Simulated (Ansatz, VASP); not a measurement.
This is a calculation of Ni3GeC for Ansatz 0.2.0.

File input.yaml:

```yaml
crystal:
  lattice:
    - [3.808709, 0.0, 0.0]
    - [0.0, 3.808709, 0.0]
    - [0.0, 0.0, 3.808709]
  atoms:
    - { symbol: Ge, position: [0.0, 0.0, 0.0] }
    - { symbol: Ni, position: [0.5, 0.0, 0.5], spin: 1.0 }
    - { symbol: Ni, position: [0.5, 0.5, 0.0], spin: 1.0 }
    - { symbol: Ni, position: [0.0, 0.5, 0.5], spin: 1.0 }
    - { symbol: C, position: [0.5, 0.5, 0.5] }
hamiltonian:
  xc: pbe
  pseudopotentials: { kind: paw }
magnetization:
  spin_polarized: true
kpoints:
  mp_grid: { grid: [7, 7, 7] }
scf:
  occupations: { method: fermi_dirac, width: 0.05 }
output:
  forces: true
  stress: true
  eigenvalues: true
```

Potentials or basis: Ansatz PAW.

Run with:

```bash
$ ansatz run input.yaml --threads 2 --pin off --max-ram 5120MiB --backend cpu --events-out ev --progress --plain --runs-dir out
```

Question: Translate it to VASP 6.6.1. Potentials there: VASP PAW PBE potentials, release 64 (Ge_d, Ni, C).

Answer: As run (the cutoff follows the program's own potentials):

File INCAR:

```
SYSTEM = Ni3GeC
PREC     = Accurate       ! precision mode
ENCUT    = 520            ! plane-wave cutoff, eV
EDIFF    = 1E-7           ! SCF threshold, eV
ISMEAR   = -1             ! smearing method
SIGMA    = 0.05           ! smearing width, eV
LREAL    = .FALSE.        ! projectors in reciprocal space
LASPH    = .TRUE.         ! aspherical terms in the spheres
NELM     = 120            ! most SCF steps
ALGO     = Normal         ! electronic algorithm
ISIF     = 2              ! what is computed and relaxed
LWAVE    = .FALSE.        ! write WAVECAR
LCHARG   = .FALSE.        ! write CHGCAR
ISPIN    = 2              ! spin polarisation
MAGMOM   = 0 1 1 1 0      ! initial moments
LORBIT   = 11             ! projections on sites
LMAXMIX  = 4              ! l up to which the mixer works
GGA      = PE             ! functional
NBANDS   = 36             ! bands
```

KPOINTS

```
Automatic mesh
0
G
  7 7 7
  0 0 0
```

POSCAR

```
Ni3GeC
1.0
    3.8087090000      0.0000000000      0.0000000000
    0.0000000000      3.8087090000      0.0000000000
    0.0000000000      0.0000000000      3.8087090000
Ge Ni C
1 3 1
Direct
    0.0000000000      0.0000000000      0.0000000000
    0.5000000000      0.0000000000      0.5000000000
    0.5000000000      0.5000000000      0.0000000000
    0.0000000000      0.5000000000      0.5000000000
    0.5000000000      0.5000000000      0.5000000000
```

Potentials or basis: VASP PAW PBE potentials, release 64 (Ge_d, Ni, C).

Launch:

```console
$ cat potpaw_PBE.64/Ge_d/POTCAR potpaw_PBE.64/Ni/POTCAR potpaw_PBE.64/C/POTCAR > POTCAR
$ mpirun -np 1 vasp_std > vasp.out
```

Both were run:

|  | VASP | Ansatz | Ansatz less VASP |
| --- | --- | --- | --- |
| gap on the k mesh at the Fermi level (eV) | none | none | - |
| pressure (GPa) | 0.8 | 0.6 | -0.18 |
| net moment per atom (μB) | 0.00 | 0.00 | 0.000 |

A gap of «none» marks a metal or a gap that the smearing closes. The two sets of potentials don't hold the same shells in valence.

Caveats: the starting moments weren't kept (Ansatz).
